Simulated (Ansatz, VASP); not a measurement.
# Cross-check of SnSe2 between VASP and Ansatz

Wanted: the spread between two codes on one cell, functional and k mesh. The cell is generated by rule, not measured, and may not be a known phase. Of the first pair: The cell is taken from a series of runs on this material, whose earlier steps may have relaxed, scaled, displaced or heated it; both programs get it as it stands.

Program: Ansatz 0.2.0. Level of theory: plane waves, with VASP 6.6.1 beside it; relaxation of cell and atoms at PBEsol. Results are calculated unless marked as measured.

## 1. Starting point

It takes space group Fm-3m (No. 225, cubic). Conventional cell: a = 6.757 Å, b = 6.757 Å, c = 6.757 Å, α = 90.00°, β = 90.00°, γ = 90.00°. Sn has 8 Se at 2.93 Å nearest. Se has 4 Sn at 2.93 Å nearest. Farther neighbours and most contacts between anions are not listed.

## 2. Ansatz: relaxation of cell and atoms, PBEsol, pair 1

Ansatz runs on its default PAW (the set named soft_2) files.

The relaxed volume is the usual yardstick between codes: in a stiff, nearly cubic crystal its relative difference is about their pressure difference at one cell divided by the bulk modulus.

File input.yaml:

```yaml
crystal:
  lattice:
    - [0.0, 3.3785009068, 3.3785009068]
    - [3.3785009068, 0.0, 3.3785009068]
    - [3.3785009068, 3.3785009068, 0.0]
  atoms:
    - { symbol: Sn, position: [0.0, 0.0, 0.0] }
    - { symbol: Se, position: [0.25, 0.25, 0.25] }
    - { symbol: Se, position: [0.75, 0.75, 0.75] }
kpoints:
  mp_grid: { grid: [10, 10, 10] }
hamiltonian:
  xc: pbesol
scf:
  occupations: { method: gaussian, width: 0.1 }
output:
  forces: true
  stress: true
  eigenvalues: true
relax:
  adjacent_minimum: "off"
  f_tol: 0.005
  max_steps: 80
  cell: { stress_tol: 0.05 }
```

Run with:

```bash
$ ansatz run input.yaml --threads 4 --pin off --max-ram 7168MiB --backend cpu --events-out ev --progress --plain --runs-dir out
```

Numbers of over 12 decimals in the logs are rounded to 6 here.

Log:

```text
Engine: ansatz 0.2.0, aarch64-unknown-linux-gnu
Pseudopotentials: kind: paw
Pseudopotential: Sn, paw, valence charge 14, recommended cutoff 420 eV (normal), Sn.paw.azcp
Pseudopotential: Se, paw, valence charge 16, recommended cutoff 420 eV (normal), Se.paw.azcp
Functional definition: PBEsol
  exchange = pbesol_x
  correlation = pbesol_c
Crystal: 3 atoms, lattice volume = 77.126 Å³
Basis set: ecut = 420 eV, 1459 PW (Γ), exchange–correlation on 64×64×64 points (8 copies of the dense FFT grid, shifted against one another)
Bands: 28, of which v1, the nominal top of the filled ones, is band 23 counted from 1 (22 counted from 0)
Symmetry: 48 space group operations
Space group: Fm-3m (ITA 225), of the structure as read, at distance tolerance 4.3e-5 Å
k-points: 47 of 1000
Non-local potential: Sn, projectors of the file, l = 0: 2, l = 1: 2, l = 2: 2, l = 3: 2
Non-local potential: Se, projectors of the file, l = 0: 2, l = 1: 2, l = 2: 3, l = 3: 1
PAW form: soft (Blöchl's): semilocal exchange-correlation on the pseudo side does not see the compensation charge
PAW frozen core: Sn, regenerated for the run's functional, and the local potential with it (the file was generated under x = pbe(κ = 0.804, μ = 0.219515), c = pbe(β = 0.066725))
PAW frozen core: Se, regenerated for the run's functional, and the local potential with it (the file was generated under x = pbe(κ = 0.804, μ = 0.219515), c = pbe(β = 0.066725))
PAW one-centre angular grid: Sn, 590 points (default); XC on 64 Gauss nodes
PAW one-centre angular grid: Se, 590 points (default); XC on 64 Gauss nodes
Initial density: superposition of atomic densities (neutral atoms: chi_scale 0, normalization atom), corrected by the library's trained network
Initial wavefunctions: pseudopotential atomic-orbital guess
Functional: x = pbesol(κ = 0.804, μ = 0.123457), c = pbesol(β = 0.046)
SCF iter   1: F=—  HF=-16797.971765 eV  |F-HF|=—  |Δ(HF+E_count)|=         —  Δρ=3.03e-3  dr2=7.25e-3  ethr=1.77e-3  ⟨swp⟩=6.0  Hψ=5499  notcnv=0
preconditioner: auto → LDOS  [metal: Δε(μ)=0.050 eV  Ē_g=15.346 eV  σ=0.100 eV  W_gap=0.27  n_scr=14 (ndim 8)  ℏωp=21.6 eV  f_vac=0.084  D(μ)=3.20/eV (n_scr^D=26)  β→1.0]
SCF iter   2: F=—  HF=-16797.969217 eV  |F-HF|=—  |Δ(HF+E_count)|=   2.55e-3  Δρ=9.76e-4  dr2=8.61e-4  ethr=1.58e-5  ⟨swp⟩=2.0  Hψ=2926  notcnv=0  defer=14
SCF iter   3: F=—  HF=-16797.968828 eV  |F-HF|=—  |Δ(HF+E_count)|=   3.89e-4  Δρ=5.17e-4  dr2=2.05e-4  ethr=1.87e-6  ⟨swp⟩=2.0  Hψ=2386  notcnv=0  defer=14
SCF iter   4: F=—  HF=-16797.968733 eV  |F-HF|=—  |Δ(HF+E_count)|=   9.49e-5  Δρ=2.30e-4  dr2=3.19e-5  ethr=4.45e-7  ⟨swp⟩=2.0  Hψ=2386  notcnv=0  defer=14
SCF iter   5: F=—  HF=-16797.968723 eV  |F-HF|=—  |Δ(HF+E_count)|=   1.04e-5  Δρ=4.66e-5  dr2=2.36e-6  ethr=6.94e-8  ⟨swp⟩=2.0  Hψ=1894  notcnv=0  defer=14
SCF iter   6: F=-16797.968722 eV  HF=-16797.968722 eV  |F-HF|=4.51e-9  |Δ(HF+E_count)|=   8.69e-7  Δρ=7.63e-6  dr2=4.94e-8  ethr=2.17e-10  ⟨swp⟩=4.6  Hψ=6049  notcnv=0
SCF 1 converged in 6 iterations: F = -16797.968722 eV  dr2 = 4.94e-8
  greatest PAW one-centre occupation: 1.000 electrons in one spin orbital (limit 2), on the Se atom at site 2 (counted from 0), in its partial waves of l = 2
relax step   1: F+E_penalty+E_count = -16797.96872202 eV  Δ(F+E_penalty+E_count) = +0.000e0 eV  max|allowed force component| = 1.696e-17 eV/Å  Δτ_max = 0.0000 Å  P = +0.018 GPa  Ω = 77.126 Å³  (6 SCF iters, dr2 threshold 1.00e-7 eV, accepted)
Initial density: handed on by an earlier stage of this run
Initial wavefunctions: pseudopotential atomic-orbital guess (no wavefunctions were taken with the density)
iter 1 solved again at ethr=4.42e-8 eV; its pass at ethr=3.10e-3 eV (dr2=2.03e-5 eV) is discarded
SCF iter   1: F=—  HF=-16797.968725 eV  |F-HF|=—  |Δ(HF+E_count)|=         —  Δρ=7.80e-6  dr2=5.11e-8  ethr=4.42e-8  ⟨swp⟩=3.0  Hψ=9108  notcnv=0
preconditioner: auto → LDOS  [metal: Δε(μ)=0.045 eV  Ē_g=15.363 eV  σ=0.100 eV  W_gap=0.25  n_scr=14 (ndim 8)  ℏωp=21.6 eV  f_vac=0.084  D(μ)=3.29/eV (n_scr^D=26)  β→1.0]
SCF iter   2: F=—  HF=-16797.968722 eV  |F-HF|=—  |Δ(HF+E_count)|=   2.82e-6  Δρ=1.85e-6  dr2=3.42e-9  ethr=1.11e-10  ⟨swp⟩=2.0  Hψ=1788  notcnv=0
SCF iter   3: F=—  HF=-16797.968722 eV  |F-HF|=—  |Δ(HF+E_count)|=   2.36e-9  Δρ=7.33e-7  dr2=7.50e-10  ethr=7.44e-12  ⟨swp⟩=2.0  Hψ=2400  notcnv=0
SCF iter   4: F=—  HF=-16797.968722 eV  |F-HF|=—  |Δ(HF+E_count)|=  4.95e-10  Δρ=1.45e-7  dr2=1.22e-11  ethr=1.00e-12  ⟨swp⟩=5.1  Hψ=7244  notcnv=0
SCF iter   5: F=-16797.968722 eV  HF=-16797.968722 eV  |F-HF|=7.28e-12  |Δ(HF+E_count)|=  1.46e-11  Δρ=3.18e-8  dr2=6.16e-13  ethr=1.00e-12  ⟨swp⟩=5.1  Hψ=5600  notcnv=0
SCF 2 converged in 5 iterations: F = -16797.968722 eV  dr2 = 6.16e-13
relax step   2: F+E_penalty+E_count = -16797.96872202 eV  Δ(F+E_penalty+E_count) = -9.237e-9 eV  max|allowed force component| = 7.710e-18 eV/Å  Δτ_max = 0.0000 Å  P = +0.018 GPa  Ω = 77.126 Å³  stress off target by 1.80e-2 GPa  SCF on the basis re-selected at this cell (its energy is not comparable with the rows above)  (5 SCF iters)
basis re-selected at this cell: Δ(F+E_penalty+E_count) = -9.237e-9 eV, ΔP = -0.000 GPa vs the last step (what re-selecting the basis moved, of the pressure what is left beyond the Pulay correction that the steps carried, after the strain that the cell walked since its last selection, with what the two solves' SCF thresholds leave and, on support functions, any second-order correction that the steps lacked; it is no m [...]
SCF converged after 5 iterations
Free energy (F): -16797.968722 eV
Harris-Foulkes:  -16797.968722 eV  (|F-HF|=7.28e-12)
Internal energy: -16797.952265 eV  (E = F + TS)
E sigma→0 (E₀):  -16797.960493 eV
Entropy (-TS):   -0.016457 eV (-5.486 meV/atom)
Fermi energy:    8.624422 eV
--- Per-component energies (eV) ---
  E_band       = -856.664681
  E_kinetic    = 422.390133
  E_local      = -5752.925562  (includes V_loc(G=0)·N_el)
  E_nonlocal   = -1214.787716
  E_hartree    = 2950.033971
  E_xc         = -585.166733
  E_vxc        = -292.001660  (∫ρ·V_xc dr)
  E_paw        = -7800.850216  (= ΣΔE_a)
  E_vpaw       = 80.593280  (= ΣTr[D̂ρ^β])
  E_aug_tail   = -0.001140  (compensation charges beyond the density's cutoff)
  E_ewald      = -4818.946742
  E_core_change = 2.301741  (= ΣΔE_core)
  E_smearing   = -0.016457  (= −TS)
  E_closure    = -0.000000  (closes the sum)
  Σ components = -16797.968722   (vs F -16797.968722, Δ=0.00e0)
--- Forces (eV/Å), atoms counted from 1 ---
  atom   1  Sn    -0.00000000     0.00000000    -0.00000000
  atom   2  Se     0.00000000    -0.00000000    -0.00000000
  atom   3  Se     0.00000000    -0.00000000    -0.00000000
  max |Σ_I F_I| component: 2.31e-17 eV/Å
--- Stress (GPa, compression-positive) ---
        0.017953       0.000000       0.000000
        0.000000       0.017953       0.000000
        0.000000      -0.000000       0.017953
  P = ⅓ Tr σ = 0.0180 GPa (0.180 kbar)
--- Band table (eV; the first three rows and the last of 47) ---
  k-point 0: bands = [... 19 lower, 5.6750, 5.6750, 7.1083, 7.1083, 7.1083, 10.5660, 10.5660, 10.5660, ... 1 higher]
  k-point 1: bands = [... 19 lower, 5.6248, 5.6248, 7.0664, 7.0664, 7.7980, 10.6208, 10.6809, 10.6809, ... 1 higher]
  k-point 2: bands = [... 19 lower, 5.5140, 5.5496, 6.9288, 6.9288, 8.7590, 11.0557, 11.0557, 11.0858, ... 1 higher]
  k-point 46: bands = [... 19 lower, 5.0876, 6.4224, 8.2646, 9.0021, 9.1699, 12.1184, 12.8804, 13.5258, ... 1 higher]
--- Relaxed structure (1 steps of the walk, 1 accepted, 1 SCFs on fresh bases) ---
  F+E_penalty+E_count = -16797.96872202 eV   max|allowed force component| = 7.710e-18 eV/Å   (the final SCF, on the basis selected at the relaxed cell)
  cell:  # Å, volume = 77.1262 Å³
    - [0.0, 3.3785009068, 3.3785009068]
    - [3.3785009068, 0.0, 3.3785009068]
    - [3.3785009068, 3.3785009068, 0.0]
  atoms:
    - { symbol: Sn, position: [0.0, 0.0, 0.0] }
    - { symbol: Se, position: [0.25, 0.25, 0.25] }
    - { symbol: Se, position: [0.75, 0.75, 0.75] }
```

In the SCF lines HF is the Harris–Foulkes energy and dr2 the Hartree energy of the density residual, in eV; the loop may stop once dr2 is under the threshold and the program's other checks hold. Hψ counts applications of the Hamiltonian.

## 3. VASP: relaxation of cell and atoms, PBEsol, pair 1

The same cell, functional, mesh and smearing now go to VASP, with its own data sets.

Lines of VASP's logs that name or quote its potential files are left out, and so is its time.

File INCAR:

```
SYSTEM = SnSe2
PREC = Accurate
ENCUT = 500
EDIFF = 1E-07
NELM = 120
ISMEAR = 0
SIGMA = 0.1
LREAL = .FALSE.
ALGO = Normal
GGA = PS
NBANDS = 19
LORBIT = 11
LWAVE = .FALSE.
LCHARG = .FALSE.
ISIF = 3
IBRION = 2
NSW = 80
EDIFFG = -0.005
LASPH = .TRUE.
GGA_COMPAT = .FALSE.
NELMIN = 4
KPAR = 2
```

File POSCAR:

```
SnSe2
1.0
    0.0000000000      3.3785010000      3.3785010000
    3.3785010000      0.0000000000      3.3785010000
    3.3785010000      3.3785010000      0.0000000000
Sn Se
1 2
Direct
    0.0000000000      0.0000000000      0.0000000000
    0.2500000000      0.2500000000      0.2500000000
    0.7500000000      0.7500000000      0.7500000000
```

File KPOINTS:

```
Automatic mesh
0
Gamma
10 10 10
0 0 0
```

The projector-augmented-wave data sets are Sn_d and Se (PBE family, release 64).

Run with:

```bash
$ mpirun -np 2 vasp_std
```

Log:

```text
[banner, memory and clock lines left out]
running    2 mpi-ranks, on    1 nodes
 distrk:  each k-point on    1 cores,    2 groups
 distr:  one band on    1 cores,    1 groups

 POSCAR found type information on POSCAR SnSe
 POSCAR found :  2 types and       3 ions
|                                                                             |
|               ----> ADVICE to this user running VASP <----                  |
|                                                                             |
|     You enforced a specific xc type in the INCAR file but a different       |
|     [... a line on the potential file left out ...]
|     I HOPE YOU KNOW WHAT YOU ARE DOING!                                     |
|                                                                             |

 LDA part: xc-table for (Slater+PW92), standard interpolation
 POSCAR, INCAR and KPOINTS ok, starting setup
 FFT: planning ... GRIDC
 FFT: planning ... GRID_SOFT
 FFT: planning ... GRID
 WAVECAR not read
 entering main loop
       N       E                     dE             d eps       ncg     rms          rms(c)
DAV:   1     0.193394764187E+03    0.19339E+03   -0.12025E+04  1806   0.151E+03
DAV:   2     0.977251539086E+01   -0.18362E+03   -0.17834E+03  1914   0.369E+02
DAV:   3    -0.111695383587E+02   -0.20942E+02   -0.20598E+02  2289   0.113E+02
DAV:   4    -0.118735380606E+02   -0.70400E+00   -0.69394E+00  2052   0.210E+01
DAV:   5    -0.118914109511E+02   -0.17873E-01   -0.17864E-01  2448   0.361E+00    0.409E+00
DAV:   6    -0.117449905955E+02    0.14642E+00   -0.36659E-01  2306   0.574E+00    0.249E+00
DAV:   7    -0.117395689752E+02    0.54216E-02   -0.48659E-02  2124   0.124E+00    0.103E+00
DAV:   8    -0.117382265523E+02    0.13424E-02   -0.41283E-03  2109   0.614E-01    0.936E-02
DAV:   9    -0.117383059062E+02   -0.79354E-04   -0.30031E-04  2088   0.175E-01    0.447E-02
DAV:  10    -0.117383811615E+02   -0.75255E-04   -0.11565E-04  1947   0.727E-02    0.985E-03
DAV:  11    -0.117383825023E+02   -0.13409E-05   -0.14922E-05  2220   0.455E-02    0.345E-03
DAV:  12    -0.117383836214E+02   -0.11191E-05   -0.24863E-06  1927   0.885E-03    0.198E-03
DAV:  13    -0.117383837070E+02   -0.85537E-07   -0.26413E-07  1954   0.466E-03
   1 F= -.11738384E+02 E0= -.11730197E+02  d E =-.117384E+02
 curvature:   0.00 expect dE= 0.000E+00 dE for cont linesearch  0.000E+00
 trial: gam= 0.00000 g(F)=  0.817E-48 g(S)=  0.724E-04 ort = 0.000E+00 (trialstep = 0.100E+01)
 search vector abs. value=  0.724E-04
 bond charge predicted
       N       E                     dE             d eps       ncg     rms          rms(c)
DAV:   1    -0.117390215649E+02   -0.63794E-03   -0.14160E-02  2351   0.162E+00    0.138E-01
DAV:   2    -0.117385387613E+02    0.48280E-03   -0.83793E-04  2339   0.422E-01    0.609E-02
DAV:   3    -0.117384103416E+02    0.12842E-03   -0.41254E-04  2375   0.271E-01    0.117E-02
DAV:   4    -0.117384067786E+02    0.35630E-05   -0.15566E-05  1903   0.397E-02    0.585E-03
DAV:   5    -0.117384044238E+02    0.23549E-05   -0.13469E-06  2516   0.980E-03    0.174E-03
DAV:   6    -0.117384042138E+02    0.20999E-06   -0.10542E-07  1185   0.411E-03    0.424E-04
DAV:   7    -0.117384042394E+02   -0.25631E-07   -0.17736E-08  1028   0.149E-03
   2 F= -.11738404E+02 E0= -.11730213E+02  d E =-.205324E-04
 trial-energy change:   -0.000021  1 .order   -0.000023   -0.000072    0.000025
 step:   0.7021(harm=  0.7398)  dis= 0.00000  next Energy=   -11.738408 (dE=-0.244E-04)
 reached required accuracy - stopping structural energy minimisation
```

OUTCAR, selected parts (step 3):

```text
ion  position               nearest neighbor table
   1  0.000  0.000  0.000-   3 2.93   3 2.93   3 2.93   2 2.93   3 2.93   2 2.93   2 2.93   2 2.93

  LATTYP: Found a face centered cubic cell.
 ALAT       =     6.7570020000

 Subroutine GETGRP returns: Found 48 space group operations
 (whereof 48 operations were pure point group operations)

The static configuration has the point symmetry O_h .

 Found     47 irreducible k-points:

   k-points           NKPTS =     47   k-points in BZ     NKDIM =     47   number of bands    NBANDS=     19

   dimension x,y,z NGX =    36 NGY =   36 NGZ =   36
   dimension x,y,z NGXF=    72 NGYF=   72 NGZF=   72

   ENCUT  =  500.0 eV  36.75 Ry    6.06 a.u.   8.71  8.71  8.71*2*pi/ulx,y,z

   NELECT =      26.0000    total number of electrons

 k-points in reciprocal lattice and weights: Automatic mesh
   0.00000000  0.00000000  0.00000000       0.001
   0.10000000  0.00000000  0.00000000       0.008
   0.20000000  0.00000000  0.00000000       0.008
   0.30000000  0.00000000  0.00000000       0.008
   0.40000000  0.00000000  0.00000000       0.008
   0.50000000  0.00000000  0.00000000       0.004
   0.10000000  0.10000000  0.00000000       0.006
   0.20000000  0.10000000  0.00000000       0.024
   0.30000000  0.10000000  0.00000000       0.024
[...]
-0.30000000  0.40000000  0.20000000       0.024
  -0.30000000  0.50000000  0.20000000       0.012

 average (electrostatic) potential at core
       1-102.0444       2 -53.4594       3 -53.4594

 E-fermi :   4.6536

 k-point     1 :       0.0000    0.0000    0.0000
  band No.  band energies     occupation
    ...
     10       1.7095      2.00000
     11       1.7095      2.00000
     12       3.1401      2.00000
     13       3.1401      2.00000
     14       3.1401      2.00000
     15       6.5935      0.00000
     16       6.5935      0.00000
     17       6.5935      0.00000
     18      10.5182      0.00000
     19      10.5182      0.00000

 k-point     2 :       0.1000    0.0000    0.0000
  band No.  band energies     occupation
    ...
     10       1.6593      2.00000
     11       1.6593      2.00000
     12       3.0984      2.00000
     13       3.0984      2.00000
     14       3.8275      2.00000
     15       6.6480      0.00000
     16       6.7081      0.00000
     17       6.7081      0.00000
     18      10.7836      0.00000
     19      10.7836      0.00000

 k-point     3 :       0.2000    0.0000    0.0000
  band No.  band energies     occupation
    ...
      9       1.5485      2.00000
     10       1.5485      2.00000
     11       1.5827      2.00000
     12       2.9613      2.00000
     13       2.9613      2.00000
     14       4.7863      0.06052
     15       7.0821      0.00000
     16       7.0821      0.00000
     17       7.1116      0.00000
     18      11.4875      0.00000
    ...

  Total       -0.0136226     -0.0136226     -0.0136226     -0.0000000      0.0000000     -0.0000000
  in kB       -0.2824592     -0.2824592     -0.2824592     -0.0000000      0.0000000     -0.0000000
  external PRESSURE =      -0.2824592 kB  Pullay stress =       0.0000000 kB

  energy-cutoff  :      500.00
  volume of cell :       77.27
      direct lattice vectors                 reciprocal lattice vectors
    -0.000000000  3.380605795  3.380605795    -0.147902486  0.147902486  0.147902486
     3.380605795  0.000000000  3.380605795     0.147902486 -0.147902486  0.147902486
     3.380605795  3.380605795  0.000000000     0.147902486  0.147902486 -0.147902486

 POSITION                                       TOTAL-FORCE (eV/Angst)
 -----------------------------------------------------------------------------------
      3.38061      0.00000      3.38061         0.000000     -0.000000      0.000000
      1.69030      1.69030      1.69030        -0.000000     -0.000000      0.000000
      5.07091      5.07091      5.07091         0.000000      0.000000     -0.000000
 -----------------------------------------------------------------------------------
    total drift:                                0.000000      0.000000      0.000000

  FREE ENERGIE OF THE ION-ELECTRON SYSTEM (eV)
  ---------------------------------------------------
  free  energy   TOTEN  =       -11.7384042394 eV

  energy  without entropy=      -11.7220226038  energy(sigma->0) =      -11.73021342

 reached required accuracy - stopping structural energy minimisation

 total charge
# of ion       s       p       d       tot
------------------------------------------
    1        1.253   0.781  10.040  12.073
    2        1.504   2.201   0.029   3.735
    3        1.504   2.201   0.029   3.735
--------------------------------------------------
tot          4.261   5.183  10.099  19.543

[... 3 further parts left out ...]
```

CONTCAR:

```
SnSe2
   1.00000000000000
    -0.0000000000000000    3.3806057946281691    3.3806057946281691
     3.3806057946281691    0.0000000000000000    3.3806057946281691
     3.3806057946281691    3.3806057946281691    0.0000000000000000
  Sn              Se
     1     2
Direct
     0.0000000000000000    1.0000000000000000    0.0000000000000000
     0.2500000000000000    0.2500000000000000    0.2500000000000000
     0.7500000000000000    0.7500000000000000    0.7500000000000000
```

## 4. Differences

Known differences besides the potentials themselves: the data sets hold 46 valence electrons in Ansatz (on its default PAW (the set named soft_2) files) and 26 in VASP; the cutoff is 420 eV in Ansatz and 500 eV in VASP; Ansatz makes its cores anew for this functional, VASP keeps those of its PBE data sets; Ansatz adds a Pulay correction to the stress that steers its cell, VASP none. Total energies have different zeros and are not compared.

Compared:

```csv
quantity,Ansatz,VASP,difference
volume (Å³),77.13,77.27,-0.19 %
"edge a after relaxation, in the typed setting (Å)",4.778,4.781,-0.06 %
```

(Continued in part 2 of 2.)

[Lines on the potential files, build, host, timing and source positions are cut from VASP's logs without a mark.]

[Logs are printed without paths, hosts, clocks, repeated set-up lines and the standing remarks that a program may print on its own settings, such as how far it seeks lower states.]

[Hosts, paths, dates, database ids (printed as entryN), source tags and the programs' standing remarks are cut or masked in the printed files.]
